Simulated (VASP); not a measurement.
All values below come from PBEsol GGA, VASP's PBE PAW potentials (set 64) (plane waves; VASP).

VASP input:

KPOINTS:
```
Automatic mesh
0
Gamma
 8 8 8
0 0 0
```

**INCAR**
```
# general
SYSTEM   =  Ge
PREC     =  Accurate
ENCUT    =  500
LREAL    =  .False.   # projection in real space or not
LASPH    =  .True.

# electronic loop
EDIFF    =  1E-6   # SCF stop (eV)
NELM     =  100
ALGO     =  Normal   # blocked Davidson
LMAXMIX  =  4

# smearing
ISMEAR   =  0   # Gaussian
SIGMA    =  0.05

# functional
GGA      =  PS   # PBEsol

# ions
IBRION   =  2   # conjugate gradients
NSW      =  40   # most ionic steps
ISIF     =  3   # ions, shape and volume
EDIFFG   =  -0.02
PSTRESS  =  100   # kbar

# output
LWAVE    =  .False.
LCHARG   =  .False.
```

POSCAR:
```
Ge
1.0
  0.0000000000   2.7760849836   2.7760849836
  2.7760849836   0.0000000000   2.7760849836
  2.7760849836   2.7760849836   0.0000000000
Ge
2
Direct
  0.0000000000   0.0000000000   0.0000000000
  0.2500000000   0.2500000000   0.2500000000
```

POTCAR, in this order: Ge_d (PBE.64 set). Program: vasp_std.

What VASP printed:

OSZICAR:
```
       N       E                     dE             d eps       ncg     rms          rms(c)
DAV:   1     0.155727610575E+03    0.15573E+03   -0.15099E+04  1054   0.426E+03
DAV:   2     0.975868605015E+01   -0.14597E+03   -0.14392E+03  1060   0.519E+02
DAV:   3    -0.941785776779E+01   -0.19177E+02   -0.19009E+02  1138   0.142E+02
DAV:   4    -0.999106918636E+01   -0.57321E+00   -0.57211E+00  1192   0.289E+01
DAV:   5    -0.100005353527E+02   -0.94662E-02   -0.94655E-02  1180   0.371E+00    0.354E+00
DAV:   6    -0.988042007338E+01    0.12012E+00   -0.44393E-02  1174   0.263E+00    0.203E+00
DAV:   7    -0.981903582585E+01    0.61384E-01   -0.88480E-02  1086   0.291E+00    0.166E-01
DAV:   8    -0.982019566198E+01   -0.11598E-02   -0.82645E-03  1202   0.141E+00    0.503E-02
DAV:   9    -0.982030012288E+01   -0.10446E-03   -0.27529E-04  1234   0.280E-01    0.139E-02
DAV:  10    -0.982030512696E+01   -0.50041E-05   -0.16407E-05  1144   0.418E-02    0.560E-03
DAV:  11    -0.982030652395E+01   -0.13970E-05   -0.18706E-06   876   0.108E-02    0.876E-04
DAV:  12    -0.982030644259E+01    0.81358E-07   -0.14092E-07   566   0.793E-03
   1 F= -.71496521E+01 E0= -.71496521E+01  d E =-.714965E+01
       N       E                     dE             d eps       ncg     rms          rms(c)
DAV:   1    -0.126546171134E+02   -0.28343E+01   -0.37890E+01  1376   0.118E+02    0.108E+01
DAV:   2    -0.103131768872E+02    0.23414E+01   -0.36868E+00  1348   0.492E+01    0.510E+00
DAV:   3    -0.962385486955E+01    0.68932E+00   -0.87957E-01  1380   0.189E+01    0.150E+00
DAV:   4    -0.956509823345E+01    0.58757E-01   -0.92094E-02  1324   0.583E+00    0.407E-01
DAV:   5    -0.956419574417E+01    0.90249E-03   -0.22816E-03  1208   0.602E-01    0.179E-01
DAV:   6    -0.956418280394E+01    0.12940E-04   -0.12561E-04  1576   0.126E-01    0.459E-03
DAV:   7    -0.956418321651E+01   -0.41257E-06   -0.32912E-06  1060   0.178E-02
   2 F= -.71449831E+01 E0= -.71449828E+01  d E =0.466894E-02
       N       E                     dE             d eps       ncg     rms          rms(c)
DAV:   1    -0.105329106861E+02   -0.96873E+00   -0.12004E+01  1382   0.820E+01    0.524E+00
DAV:   2    -0.993694529805E+01    0.59597E+00   -0.79094E-01  1348   0.191E+01    0.264E+00
DAV:   3    -0.974297977029E+01    0.19397E+00   -0.35217E-01  1382   0.114E+01    0.578E-01
DAV:   4    -0.972969404005E+01    0.13286E-01   -0.38222E-02  1340   0.425E+00    0.171E-01
DAV:   5    -0.972955943702E+01    0.13460E-03   -0.25391E-03  1338   0.101E+00    0.114E-01
DAV:   6    -0.972951711386E+01    0.42323E-04   -0.29999E-04  1310   0.368E-01    0.347E-03
DAV:   7    -0.972951712163E+01   -0.77762E-08   -0.17100E-05  1448   0.632E-02    0.155E-03
DAV:   8    -0.972951729923E+01   -0.17760E-06   -0.90172E-07   612   0.207E-02
   3 F= -.71826945E+01 E0= -.71826945E+01  d E =-.330424E-01
       N       E                     dE             d eps       ncg     rms          rms(c)
DAV:   1    -0.972555604510E+01    0.39611E-02   -0.18574E-02  1376   0.297E+00    0.217E-01
DAV:   2    -0.972455482377E+01    0.10012E-02   -0.13799E-03  1342   0.831E-01    0.107E-01
DAV:   3    -0.972424088507E+01    0.31394E-03   -0.51605E-04  1390   0.442E-01    0.264E-02
DAV:   4    -0.972422143016E+01    0.19455E-04   -0.63906E-05  1338   0.173E-01    0.537E-03
DAV:   5    -0.972422051134E+01    0.91882E-06   -0.53888E-06  1052   0.493E-02
   4 F= -.71827027E+01 E0= -.71827027E+01  d E =-.330506E-01
       N       E                     dE             d eps       ncg     rms          rms(c)
DAV:   1    -0.972749303842E+01   -0.32716E-02   -0.54180E-03  1378   0.161E+00    0.118E-01
DAV:   2    -0.972720201311E+01    0.29103E-03   -0.40521E-04  1340   0.448E-01    0.581E-02
DAV:   3    -0.972710844185E+01    0.93571E-04   -0.15245E-04  1388   0.240E-01    0.141E-02
DAV:   4    -0.972710016025E+01    0.82816E-05   -0.18624E-05  1330   0.939E-02    0.290E-03
DAV:   5    -0.972710012279E+01    0.37460E-07   -0.14468E-06   522   0.267E-02
   5 F= -.71827140E+01 E0= -.71827140E+01  d E =-.330620E-01
```

### OUTCAR
```
------------------------ aborting loop because EDIFF is reached ----------------------------------------
  FORCE on cell =-STRESS in cart. coord.  units (eV):
  Direction    XX          YY          ZZ          XY          YZ          ZX
  --------------------------------------------------------------------------------------
  Total        2.5123554      2.5123554      2.5123554      0.0000000      0.0000000      0.0000000
  in kB       98.7411238     98.7411238     98.7411238      0.0000000      0.0000000      0.0000000
  external PRESSURE =      -1.2588762 kB  Pullay stress =     100.0000000 kB
  volume of cell :       40.77
      direct lattice vectors                 reciprocal lattice vectors
     0.000000000  2.731625759  2.731625759    -0.183041179  0.183041179  0.183041179
     2.731625759  0.000000000  2.731625759     0.183041179 -0.183041179  0.183041179
     2.731625759  2.731625759  0.000000000     0.183041179  0.183041179 -0.183041179
 POSITION                                       TOTAL-FORCE (eV/Angst)
 -----------------------------------------------------------------------------------
      0.00000      0.00000      0.00000        -0.000000     -0.000000     -0.000000
      1.36581      1.36581      1.36581         0.000000      0.000000      0.000000
 -----------------------------------------------------------------------------------
    total drift:                                0.000000      0.000000      0.000000
  FREE ENERGIE OF THE ION-ELECTRON SYSTEM (eV)
  ---------------------------------------------------
  free  energy   TOTEN  =        -9.7271001228 eV

  energy  without entropy=       -9.7271001187  energy(sigma->0) =       -9.72710012
  enthalpy is  TOTEN    =        -7.1827140401 eV   P V=        2.5443860827

 reached required accuracy - stopping structural energy minimisation
```
(Selected blocks of OUTCAR.)

File CONTCAR:
```
Ge
   1.00000000000000
     0.0000000000000000    2.7316257587090473    2.7316257587090473
     2.7316257587090473    0.0000000000000000    2.7316257587090473
     2.7316257587090473    2.7316257587090473    0.0000000000000000
  Ge
     2
Direct
     0.0000000000000000    0.0000000000000000    0.0000000000000000
     0.2500000000000000    0.2500000000000000    0.2500000000000000
```

Energy and stress use the plane-wave basis of the starting cell.

The compound is Ge in the diamond structure. This run relaxes it under an external pressure of 10 GPa. Symmetry was kept, so distortions that lower it aren't found.
